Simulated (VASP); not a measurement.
Given:

```yaml
crystal:
  lattice:
    - [3.93345, 0.00000, 0.00000]
    - [0.00000, 3.93345, 0.00000]
    - [0.00000, 0.00000, 3.93345]
  atoms:
    - { symbol: Tl, position: [0.00000, 0.00000, 0.00000] }
    - { symbol: Cl, position: [0.50000, 0.50000, 0.50000] }
```

Computed with PBE GGA, VASP's PBE PAW potentials (set 64) (plane waves; VASP). Settings: 520 eV cut-off, 7×7×7 Γ-centred mesh, Gaussian smearing of 0.050 eV, potentials Tl_d Cl.

### Question
The job: TlCl (CsCl type), 2 atoms, PBE, static run, 520 eV, 7×7×7 Γ-centred mesh. Roughly how much core time does it take on a busy server core?

### Answer
About 8 core-seconds (one run on a shared machine, a rough figure). It had 20 irreducible k-points, 14 bands, up to 1659 plane waves and 15 electronic steps.

The compound is TlCl in the CsCl type structure. This cell is one point of a volume scan, at 1.03 of the reference volume.
